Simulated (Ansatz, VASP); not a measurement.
# NiO2 in two plane-wave programs, part 2 of 2

One calculation is typed for both programs; each brings its own data sets. How far apart do they land? The cell is taken from a series of runs on this material, whose earlier steps may have relaxed, scaled, displaced or heated it; both programs get it as it stands.

VASP 6.6.1 and Ansatz 0.2.0.

So far: Starting point; VASP: zone-centre phonons, PBEsol.

## (2) VASP: zone-centre phonons, PBEsol (continued)

Level of this step: PBEsol, no spin polarisation; plane waves and PAW (Ni, O) (VASP).

Numbers of over 12 decimals in the logs are rounded to 6 here.

From OUTCAR (step 2):

```text
ion  position               nearest neighbor table
   1  0.000  0.000  0.500-   2 1.86   3 1.86   3 1.86   2 1.86   2 1.86   3 1.86
   2  0.667  0.333  0.695-   1 1.86   1 1.86   1 1.86
   3  0.333  0.667  0.305-   1 1.86   1 1.86   1 1.86

  LATTYP: Found a hexagonal cell.
 ALAT       =     2.7852409922
 C/A-ratio  =     1.7152071718

 Subroutine GETGRP returns: Found 12 space group operations
 (whereof 12 operations were pure point group operations)

The static configuration has the point symmetry D_3d.

 Found    100 irreducible k-points:

   k-points           NKPTS =    100   k-points in BZ     NKDIM =    100   number of bands    NBANDS=     17

   dimension x,y,z NGX =    24 NGY =   24 NGZ =   40
   dimension x,y,z NGXF=    48 NGYF=   48 NGZF=   80

   ENCUT  =  600.0 eV  44.10 Ry    6.64 a.u.   5.56  5.56  9.54*2*pi/ulx,y,z

   NELECT =      22.0000    total number of electrons

 k-points in reciprocal lattice and weights: Automatic mesh
   0.00000000  0.00000000  0.00000000       0.001
   0.08333333  0.00000000  0.00000000       0.007
   0.16666667  0.00000000  0.00000000       0.007
   0.25000000  0.00000000  0.00000000       0.007
   0.33333333  0.00000000  0.00000000       0.007
   0.41666667  0.00000000  0.00000000       0.007
   0.50000000  0.00000000  0.00000000       0.003
   0.08333333  0.08333333  0.00000000       0.007
   0.16666667  0.08333333  0.00000000       0.014
[...]
0.33333333  0.25000000  0.50000000       0.014
   0.33333333  0.33333333  0.50000000       0.002

 average (electrostatic) potential at core
       1 -89.6573       2 -72.6888       3 -72.6888

  Total        0.1594624      0.1594624      0.1244205      0.0000000      0.0000000     -0.0000000
  in kB        7.9603718      7.9603718      6.2110764      0.0000000      0.0000000     -0.0000000
  external PRESSURE =       7.3772733 kB  Pullay stress =       0.0000000 kB

  energy-cutoff  :      600.00
  volume of cell :       32.09
      direct lattice vectors                 reciprocal lattice vectors
     2.785240992  0.000000001  0.000000000     0.359035359  0.207289161  0.000000000
    -1.392620497  2.412089455  0.000000000    -0.000000000  0.414578323  0.000000000
     0.000000000  0.000000000  4.777265325     0.000000000  0.000000000  0.209324777

 POSITION                                       TOTAL-FORCE (eV/Angst)
 -----------------------------------------------------------------------------------
      0.00000      0.00000      2.38863        -0.000000     -0.000000      0.000000
      1.39262      0.80403      3.31940        -0.000000      0.000000      0.093765
     -0.00000      1.60806      1.45786         0.000000     -0.000000     -0.093765
 -----------------------------------------------------------------------------------
    total drift:                               -0.000000      0.000000      0.000000

 MACROSCOPIC STATIC DIELECTRIC TENSOR (including local field effects in DFT)
 ------------------------------------------------------
          14.685659     0.000000    -0.000000
           0.000000    14.685659     0.000000
          -0.000000    -0.000000     3.486942
 ------------------------------------------------------

 PIEZOELECTRIC TENSOR (including local field effects)  for field in x, y, z        (C/m^2)
          XX          YY          ZZ          XY          YZ          ZX
  --------------------------------------------------------------------------------
  x     0.00000     0.00000     0.00000     0.00000     0.00000     0.00000
  y     0.00000     0.00000     0.00000     0.00000     0.00000     0.00000
  z     0.00000     0.00000     0.00000     0.00000     0.00000     0.00000

 BORN EFFECTIVE CHARGES (including local field effects) (in |e|, cummulative output)
 ---------------------------------------------------------------------------------
 ion    1
    1     3.69553     0.00000     0.00000
    2     0.00000     3.69553     0.00000
    3     0.00000     0.00000     0.45027
 ion    2
    1    -1.84777    -0.00000     0.00000
    2    -0.00000    -1.84777     0.00000
    3    -0.00000     0.00000    -0.22514
 ion    3
    1    -1.84777    -0.00000     0.00000
    2    -0.00000    -1.84777     0.00000
    3     0.00000     0.00000    -0.22514

 Eigenvectors and eigenvalues of the dynamical matrix
 ----------------------------------------------------

   1 f  =   19.582824 THz   123.042510 2PiTHz  653.212685 cm-1    80.988015 meV
             X         Y         Z           dx          dy          dz
      0.000000  0.000000  2.388633    -0.000000   -0.000000   -0.594249
      1.392620  0.804030  3.319402     0.000000    0.000000    0.568713
     -0.000000  1.608060  1.457863     0.000000    0.000000    0.568713

   2 f  =   17.494214 THz   109.919387 2PiTHz  583.544159 cm-1    72.350222 meV
             X         Y         Z           dx          dy          dz
      0.000000  0.000000  2.388633    -0.485287   -0.342502    0.000000
      1.392620  0.804030  3.319402     0.464759    0.328014    0.000000
     -0.000000  1.608060  1.457863     0.464759    0.328014   -0.000000

   3 f  =   17.494214 THz   109.919387 2PiTHz  583.544159 cm-1    72.350222 meV
             X         Y         Z           dx          dy          dz
      0.000000  0.000000  2.388633     0.342502   -0.485287   -0.000000
      1.392620  0.804030  3.319402    -0.328014    0.464759   -0.000000
     -0.000000  1.608060  1.457863    -0.328014    0.464759    0.000000

   4 f  =   17.146799 THz   107.736515 2PiTHz  571.955648 cm-1    70.913431 meV
             X         Y         Z           dx          dy          dz
      0.000000  0.000000  2.388633     0.000000   -0.000000   -0.000000
      1.392620  0.804030  3.319402    -0.000000    0.000000    0.707107
     -0.000000  1.608060  1.457863    -0.000000    0.000000   -0.707107

   5 f  =   15.025358 THz    94.407108 2PiTHz  501.191990 cm-1    62.139859 meV
             X         Y         Z           dx          dy          dz
      0.000000  0.000000  2.388633    -0.000000    0.000000    0.000000
      1.392620  0.804030  3.319402    -0.577722   -0.407723   -0.000000
     -0.000000  1.608060  1.457863     0.577722    0.407723    0.000000

   6 f  =   15.025358 THz    94.407108 2PiTHz  501.191990 cm-1    62.139859 meV
             X         Y         Z           dx          dy          dz
      0.000000  0.000000  2.388633     0.000000   -0.000000   -0.000000
      1.392620  0.804030  3.319402     0.407723   -0.577722    0.000000
     -0.000000  1.608060  1.457863    -0.407723    0.577722   -0.000000

   7 f/i=    0.000712 THz     0.004474 2PiTHz    0.023752 cm-1     0.002945 meV
             X         Y         Z           dx          dy          dz
      0.000000  0.000000  2.388633     0.244249   -0.766506    0.000000
      1.392620  0.804030  3.319402     0.127519   -0.400181    0.000000
     -0.000000  1.608060  1.457863     0.127519   -0.400181    0.000000

   8 f/i=    0.000712 THz     0.004474 2PiTHz    0.023752 cm-1     0.002945 meV
             X         Y         Z           dx          dy          dz
      0.000000  0.000000  2.388633    -0.766506   -0.244249   -0.000000
      1.392620  0.804030  3.319402    -0.400181   -0.127519   -0.000000
     -0.000000  1.608060  1.457863    -0.400181   -0.127519   -0.000000

   9 f/i=    0.005768 THz     0.036242 2PiTHz    0.192404 cm-1     0.023855 meV
             X         Y         Z           dx          dy          dz
      0.000000  0.000000  2.388633    -0.000000    0.000000    0.804281
      1.392620  0.804030  3.319402    -0.000000    0.000000    0.420198
     -0.000000  1.608060  1.457863    -0.000000    0.000000    0.420198

 MACROSCOPIC STATIC DIELECTRIC TENSOR IONIC CONTRIBUTION
 ------------------------------------------------------
           2.969379     0.000000     0.000000
           0.000000     2.969379    -0.000000
           0.000000    -0.000000     0.035165
 ------------------------------------------------------

 ELASTIC MODULI CONTR FROM IONIC RELAXATION (kBar)
 Direction    XX          YY          ZZ          XY          YZ          ZX
 --------------------------------------------------------------------------------
 XX       -1021.1264   -637.4699  -1160.6852     -0.0000   -463.1257      0.0000
 YY        -637.4699  -1021.1264  -1160.6852     -0.0000    463.1257     -0.0000
 ZZ       -1160.6852  -1160.6852  -1624.4943     -0.0000      0.0000      0.0000
 XY          -0.0000     -0.0000     -0.0000   -191.8282     -0.0000   -519.1937
 YZ        -463.1257    463.1257      0.0000     -0.0000  -1118.1117     -0.0000
 ZX           0.0000     -0.0000      0.0000   -519.1937     -0.0000  -1405.2265
 --------------------------------------------------------------------------------

 PIEZOELECTRIC TENSOR IONIC CONTR  for field in x, y, z        (C/m^2)
          XX          YY          ZZ          XY          YZ          ZX
  --------------------------------------------------------------------------------
  x     0.00000    -0.00000     0.00000    -0.00000     0.00000    -0.00000
  y    -0.00000     0.00000    -0.00000    -0.00000    -0.00000    -0.00000
  z     0.00000     0.00000     0.00000    -0.00000     0.00000    -0.00000
```

This run has no spin polarisation, so a moment on Ni, if there is one, isn't seen.

## (3) Ansatz: zone-centre phonons, PBEsol

Ansatz runs on norm-conserving files, of PseudoDojo where its log says so.

The same cell, functional and mesh now go to Ansatz.

input.yaml reads:

```yaml
crystal:
  lattice:
    - [2.7852409922, 6.0e-10, 0.0]
    - [-1.3926204966, 2.4120894546, 0.0]
    - [0.0, 0.0, 4.777265325]
  atoms:
    - { symbol: Ni, position: [0.0, 0.0, 0.5] }
    - { symbol: O, position: [0.6666666667, 0.3333333333, 0.6948331] }
    - { symbol: O, position: [0.3333333333, 0.6666666667, 0.3051669] }
kpoints:
  mp_grid: { grid: [12, 12, 6] }
hamiltonian:
  xc: pbesol
  pseudopotentials: { kind: nc, accuracy: standard }
scf:
  occupations: { method: fixed }
output:
  eigenvalues: true
basis:
  ecutwfc: 1333.36
phonons:
  method: dfpt
  dielectric: true
  rigid_motions: translations
```

Launch:

```console
ansatz run input.yaml --threads 4 --pin off --max-ram 9216MiB --backend cpu --events-out ev --progress --plain --runs-dir out
```

What it wrote:

```text
Engine: ansatz 0.2.0, aarch64-unknown-linux-gnu
Pseudopotentials: kind: nc
Pseudopotential: Ni, nc, valence charge 18, recommended cutoff 1333.357926 eV (normal), Ni.nc.azcp (PseudoDojo's, or run here from an input of PseudoDojo's; its table is named by hamiltonian.pseudopotentials.accuracy)
Pseudopotential: O, nc, valence charge 6, recommended cutoff 1142.878222 eV (normal), O.nc.azcp (PseudoDojo's, or run here from an input of PseudoDojo's; its table is named by hamiltonian.pseudopotentials.accuracy)
Functional definition: PBEsol
  exchange = pbesol_x
  correlation = pbesol_c
Crystal: 3 atoms, lattice volume = 32.095 Å³
Basis set: ecut = 1333.36 eV, 3539 PW (Γ), exchange–correlation on 72×72×120 points (8 copies of the dense FFT grid, shifted against one another)
Bands: 19, of which v1, the nominal top of the filled ones, is band 15 counted from 1 (14 counted from 0)
Symmetry: 12 space group operations
k-points: 242 of 864 (irreducible under 2 space group operations, time reversal used)
Non-local potential: Ni, projectors of the file, l = 0: 2, l = 1: 2, l = 2: 2
Non-local potential: O, projectors of the file, l = 0: 2, l = 1: 2, l = 2: 1
Initial density: superposition of atomic densities (chi_scale 0.1, normalization cell, long waves kept (reshape's long-wave potential 0.22 eV rms))
Initial wavefunctions: pseudopotential atomic-orbital guess
Functional: x = pbesol(κ = 0.804, μ = 0.123457), c = pbesol(β = 0.046)
SCF iter   1: F=—  HF=-5461.395800 eV  |F-HF|=—  |Δ(HF+E_count)|=         —  Δρ=3.31e-1  dr2=3.05e1  ethr=3.10e-3  ⟨swp⟩=5.8  Hψ=20279  notcnv=0  defer=484
preconditioner: auto → none  [insulator: Δε(μ)=0.083 eV  Ē_g=13.626 eV  n_scr=10 (ndim 8)  ℏωp=30.7 eV  f_vac=0.186  ε∞_Penn≈6.1]
SCF iter   2: F=—  HF=-5478.567318 eV  |F-HF|=—  |Δ(HF+E_count)|=    1.72e1  Δρ=6.59e-1  dr2=1.06e2  ethr=3.10e-3  ⟨swp⟩=4.8  Hψ=16127  notcnv=0  defer=439  recentre
SCF iter   3: F=—  HF=-5457.223171 eV  |F-HF|=—  |Δ(HF+E_count)|=    2.13e1  Δρ=1.62e-1  dr2=1.80e0  ethr=3.10e-3  ⟨swp⟩=4.0  Hψ=12818  notcnv=0  defer=484
SCF iter   4: F=—  HF=-5458.068007 eV  |F-HF|=—  |Δ(HF+E_count)|=   8.45e-1  Δρ=1.89e-1  dr2=8.80e0  ethr=3.10e-3  ⟨swp⟩=3.0  Hψ=10927  notcnv=0  defer=484  recentre
SCF iter   5: F=—  HF=-5457.043421 eV  |F-HF|=—  |Δ(HF+E_count)|=    1.02e0  Δρ=6.08e-2  dr2=6.95e-1  ethr=3.10e-3  ⟨swp⟩=2.4  Hψ=8263  notcnv=0  defer=484
SCF iter   6: F=—  HF=-5456.965894 eV  |F-HF|=—  |Δ(HF+E_count)|=   7.75e-2  Δρ=1.96e-2  dr2=6.97e-2  ethr=2.32e-3  ⟨swp⟩=1.0  Hψ=5822  notcnv=0  defer=372
SCF iter   7: F=—  HF=-5456.958400 eV  |F-HF|=—  |Δ(HF+E_count)|=   7.49e-3  Δρ=7.18e-3  dr2=9.30e-3  ethr=2.32e-4  ⟨swp⟩=2.0  Hψ=5794  notcnv=0  defer=477
SCF iter   8: F=—  HF=-5456.957327 eV  |F-HF|=—  |Δ(HF+E_count)|=   1.07e-3  Δρ=7.82e-4  dr2=7.06e-5  ethr=3.10e-5  ⟨swp⟩=2.6  Hψ=6739  notcnv=0  defer=484
SCF iter   9: F=—  HF=-5456.957335 eV  |F-HF|=—  |Δ(HF+E_count)|=   8.60e-6  Δρ=4.83e-4  dr2=3.85e-5  ethr=2.35e-7  ⟨swp⟩=2.3  Hψ=7938  notcnv=0  defer=442
SCF iter  10: F=—  HF=-5456.957311 eV  |F-HF|=—  |Δ(HF+E_count)|=   2.40e-5  Δρ=8.06e-5  dr2=8.69e-7  ethr=1.28e-7  ⟨swp⟩=1.0  Hψ=4598  notcnv=0  defer=317
SCF iter  11: F=—  HF=-5456.957190 eV  |F-HF|=—  |Δ(HF+E_count)|=   1.22e-4  Δρ=5.88e-6  dr2=5.09e-9  ethr=2.90e-9  ⟨swp⟩=2.5  Hψ=7786  notcnv=0  defer=216
SCF iter  12: F=—  HF=-5456.957190 eV  |F-HF|=—  |Δ(HF+E_count)|=  5.35e-10  Δρ=2.02e-6  dr2=7.05e-10  ethr=1.70e-11  ⟨swp⟩=2.4  Hψ=8177  notcnv=0  defer=216
SCF iter  13: F=-5456.957190 eV  HF=-5456.957190 eV  |F-HF|=1.82e-12  |Δ(HF+E_count)|=  2.15e-10  Δρ=3.95e-7  dr2=9.23e-12  ethr=1.00e-12  ⟨swp⟩=10.8  Hψ=31514  notcnv=0
SCF 1 converged in 13 iterations: F = -5456.957190 eV  dr2 = 9.23e-12
DFPT response loops at Γ: preconditioner auto → none (the input reference at scf.mixing.eps_inf says where Resta's filter doesn't serve); β = 0.50; Broyden in place of MSR1
── the response to a field inside a basis, on 12×12×6 k-points: an SCF that follows is theirs, and a resumed run solves both again ──
Bands: 16, of which v1, the nominal top of the filled ones, is band 15 counted from 1 (14 counted from 0)
k-points: 234 of 864 (irreducible under 4 space group operations)
Initial density: handed on by an earlier stage of this run
Initial wavefunctions: pseudopotential atomic-orbital guess (no wavefunctions were taken with the density)
Eigensolver: Dense (234 Hₖ)
SCF iter   1: F=—  HF=-5456.949482 eV  |F-HF|=—  |Δ(HF+E_count)|=         —  Δρ=1.49e-4  dr2=5.76e-7  ethr=1.00e-1
preconditioner: auto → none  [insulator: Δε(μ)=0.919 eV  Ē_g=7.274 eV  n_scr=10 (ndim 8)  ℏωp=30.7 eV  f_vac=0.232  ε∞_Penn≈18.9]
SCF iter   2: F=—  HF=-5456.949483 eV  |F-HF|=—  |Δ(HF+E_count)|=   1.07e-6  Δρ=7.30e-5  dr2=2.08e-7  ethr=1.92e-9
SCF iter   3: F=—  HF=-5456.949484 eV  |F-HF|=—  |Δ(HF+E_count)|=   5.80e-7  Δρ=9.42e-5  dr2=2.00e-6  ethr=6.94e-10  recentre
SCF iter   4: F=-5456.949484 eV  HF=-5456.949484 eV  |F-HF|=1.98e-9  |Δ(HF+E_count)|=   2.10e-7  Δρ=5.62e-6  dr2=4.51e-9  ethr=6.94e-10
SCF 1 converged in 4 iterations: F = -5456.949484 eV  dr2 = 4.51e-9
DFPT response loops at Γ: mixed as the last ones told, above
SCF converged after 13 iterations
Free energy (F): -5456.957190 eV
Harris-Foulkes:  -5456.957190 eV  (|F-HF|=1.82e-12)
Internal energy: -5456.957190 eV  (E = F + TS)
E sigma→0 (E₀):  -5456.957190 eV
Fermi energy:    7.050807 eV
--- Per-component energies (eV) ---
  E_band       = -513.015582
  E_kinetic    = 2726.230791
  E_local      = -6572.588788  (includes V_loc(G=0)·N_el)
  E_nonlocal   = -852.152008
  E_hartree    = 2516.372222
  E_xc         = -797.323228
  E_vxc        = -847.249890  (∫ρ·V_xc dr)
  E_ewald      = -2477.496179
  E_smearing   = -0.000000  (= −TS)
  E_closure    = -0.000000  (closes the sum)
  Σ components = -5456.957190   (vs F -5456.957190, Δ=0.00e0)
--- Band table (eV; the first three rows and the last of 242) ---
  k-point 0: bands = [... 11 lower, 5.8246, 5.8246, 6.0233, 6.7282, 9.2647, 9.2647, 14.5990, 18.0145]
  k-point 1: bands = [... 11 lower, 5.7341, 5.8193, 5.8193, 6.8354, 9.2707, 9.2707, 14.9087, 17.9209]
  k-point 2: bands = [... 11 lower, 5.2387, 5.8089, 5.8089, 6.9462, 9.2826, 9.2826, 15.7099, 17.5260]
  k-point 241: bands = [... 11 lower, 4.7668, 5.4801, 5.9225, 6.5152, 8.5348, 8.5801, 19.2958, 21.1249]
--- Phonons (Γ-DFPT): 4 representative perturbations + reference, on 242 of 864 k-points (Σ response iterations 16) ---
  k mesh reduced under 2 symmetry operations, with k and −k counted as one. Each operation leaves every solved perturbation unchanged. A smaller set is not considered because the run solves the response to a homogeneous field
  ASR residual: 5.779e-4 → 0.000e0 eV/Å²; symmetrization residual: 5.139e-6 eV/Å²
  ASR residual per site (eV/Å²): 5.78e-4 3.33e-4 3.33e-4
  Γ frequencies (cm⁻¹): 0.00 0.00 0.00 494.72 494.72 571.78 578.68 578.68 650.57
  ε∞ (high-frequency dielectric tensor):
       14.621490     0.000000    -0.000000
        0.000000    14.621490     0.000000
       -0.000000     0.000000     3.494989
  ε⁰ (static dielectric tensor: ions relaxed, cell fixed):
       17.519630     0.000000    -0.000000
       -0.000000    17.519630     0.000000
       -0.000000     0.000000     3.533914
  ε⁰ − ε∞ (ionic part):
        2.898141    -0.000000    -0.000000
       -0.000000     2.898141    -0.000000
       -0.000000    -0.000000     0.038925
  softest optical mode at Γ: 494.72 cm⁻¹; the repairs (sum rule, projections) moved no ω² at Γ by more than (2.54 cm⁻¹)²
  Born effective charges Z* (e; rows j = field, columns β = displacement):
    site 0:
         3.62060    0.00000   -0.00000
        -0.00000    3.62060    0.00000
        -0.00000    0.00000    0.47172
    site 1:
        -1.81030   -0.00000    0.00000
         0.00000   -1.81030   -0.00000
         0.00000   -0.00000   -0.23586
    site 2:
        -1.81030   -0.00000    0.00000
         0.00000   -1.81030   -0.00000
         0.00000   -0.00000   -0.23586
  Z* charge neutrality: 7.555e-4 e pre-enforcement
  solved inside a basis spanned on kpoints, on 12×12×6 k-points, its susceptibility summed on 16×16×8: ε∞ is read to err by 4.8e-2, Z* by 2.1e-2 e (field_mesh: kpoints solves on kpoints); Z* is corrected for what the basis lacks
  optical modes at Γ without the LO–TO term, one row a degenerate level:
      ω (cm⁻¹)  modes    IR ((D/Å)²/amu)
        494.72      2             0.0000
        571.78      1             0.0000
        578.68      2            29.2084
        650.57      1             0.2479
  optical modes at Γ + LO–TO along q̂ = [1.0000, 0.0000, 0.0000]:
      ω (cm⁻¹)  modes    IR ((D/Å)²/amu)
        494.72      2             0.0000
        571.78      1             0.0000
[...]
optical modes at Γ + LO–TO along q̂ = [0.0000, 1.0000, 0.0000]:
      ω (cm⁻¹)  modes    IR ((D/Å)²/amu)
[...]
571.78      1             0.0000
        578.68      1            14.6042
        633.44      1            14.6042
        650.57      1             0.2479
  optical modes at Γ + LO–TO along q̂ = [0.0000, 0.0000, 1.0000]:
      ω (cm⁻¹)  modes    IR ((D/Å)²/amu)
        494.72      2             0.0000
        571.78      1             0.0000
        578.68      2            29.2084
        654.18      1             0.2479
```

## (4) Side by side

Known differences besides the potentials themselves: fixed occupations in Ansatz, narrow Gaussian smearing in VASP; VASP's response is taken on the typed mesh, Ansatz refines its own for the field response alone; the data sets hold 30 valence electrons in Ansatz (on norm-conserving files, of PseudoDojo where its log says so) and 22 in VASP; the cutoff is 1333.36 eV in Ansatz and 600 eV in VASP. Total energies have different zeros and are not compared.

Both answers:

| quantity | Ansatz | VASP | difference |
| --- | --- | --- | --- |
| ε∞ xx | 14.62 | 14.69 | -0.44 % |
| ε∞ yy | 14.62 | 14.69 | -0.44 % |
| ε∞ zz | 3.50 | 3.49 | +0.23 % |
| Born charge of Ni1 (mean of the diagonal) (e) | 2.57 | 2.61 | -0.04 |
| Born charge of O2 (mean of the diagonal) (e) | -1.29 | -1.31 | +0.02 |
| optical mode 1 to 2 (cm⁻¹) | 494.7 | 501.2 | -1.29 % |
| optical mode 3 (cm⁻¹) | 571.8 | 572.0 | -0.03 % |
| optical mode 4 to 5 (cm⁻¹) | 578.7 | 583.5 | -0.83 % |
| optical mode 6 (cm⁻¹) | 650.6 | 653.2 | -0.40 % |

Modes are paired by rising frequency, not by their patterns, so a pair may set unlike modes beside each other; they are those without the splitting of longitudinal modes.

## (5) Summary of results

- r.m.s. difference of the optical zone-centre modes, each program's sorted by frequency (zone-centre phonons, PBEsol): 4.8 cm⁻¹
- difference in optical mode 1 to 2 (zone-centre phonons, PBEsol): -1.3 %

In words: The r.m.s. difference of the optical zone-centre modes, each program's sorted by frequency is 4.8 cm⁻¹ (zone-centre phonons, PBEsol). The data sets hold unlike numbers of valence electrons (30 in Ansatz and 22 in VASP), so part of the differences comes from the potentials. Among the rows given in per cent, the largest difference of the zone-centre phonons, PBEsol pair is in optical mode 1 to 2, -1.3 %. How closely two codes agree says nothing of how well the functional describes the real material.

[Lines on the potential files, build, host, timing and source positions are cut from VASP's logs without a mark.]

[Logs are printed without paths, hosts, clocks, repeated set-up lines and the standing remarks that a program may print on its own settings, such as how far it seeks lower states.]

[Hosts, paths, dates, database ids (printed as entryN), source tags and the programs' standing remarks are cut or masked in the printed files.]
